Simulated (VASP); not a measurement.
A VASP calculation is set up with these files.

### POSCAR
```
GaN
3.2191530
  0.4999999937  -0.8660253808   0.0000000000
  0.4999999937   0.8660253808   0.0000000000
  0.0000000000   0.0000000000   1.6276388916
Ga N
2 2
Cartesian
  0.4999999937  -0.2886757043   0.8138864902
  0.4999999937   0.2886757043   0.0000670444
  0.4999999937  -0.2886757043   1.4273722635
  0.4999999937   0.2886757043   0.6135528177
```

### INCAR
```
# general
SYSTEM  = GaN
PREC    = Accurate
ENCUT   = 520   # plane-wave cut-off (eV)
LREAL   = .FALSE.   # projection in real space or not
LASPH   = .TRUE.

# electronic loop
EDIFF   = 1E-6   # SCF stop (eV)
NELM    = 100   # most electronic steps
ALGO    = Normal
LMAXMIX = 4

# smearing
ISMEAR  = 0   # Gaussian
SIGMA   = 0.05   # width (eV)

# functional
GGA     = PE   # PBE

# output
LWAVE   = .TRUE.
LCHARG  = .FALSE.
```

### KPOINTS
```
Automatic mesh
0
Gamma
6 6 4
0 0 0
```

POTCAR, in this order: Ga_d N (PBE.64 set). Program: vasp_std.

Problem. Translate this PBE calculation to Ansatz.

Solution. One equivalent input (not run):
Ansatz 0.2 input:
```yaml
crystal:
  lattice:
    - [1.6095765, -2.7878682, 0.0000000]
    - [1.6095765, 2.7878682, 0.0000000]
    - [0.0000000, 0.0000000, 5.2396186]
  atoms:
    - { symbol: Ga, position: [0.6666670, 0.3333330, 0.5000412] }
    - { symbol: Ga, position: [0.3333330, 0.6666670, 0.0000412] }
    - { symbol: N, position: [0.6666670, 0.3333330, 0.8769588] }
    - { symbol: N, position: [0.3333330, 0.6666670, 0.3769588] }
kpoints:
  mp_grid: { grid: [6, 6, 4] }
hamiltonian:
  xc: pbe
  pseudopotentials: { kind: paw }
scf:
  occupations: { method: gaussian, width: 0.05 }
  max_iter: 100
output: { forces: true, stress: true, eigenvalues: true }
```
Limits of the translation: each code has its own PAW files, so the cut-off isn't converted (ENCUT is set for VASP's; basis.ecutwfc is left out, and Ansatz then takes the one that its files recommend); Ansatz stops its SCF on the density residual and VASP on the energy change (EDIFF).

The compound is GaN in the wurtzite structure. It was relaxed first.
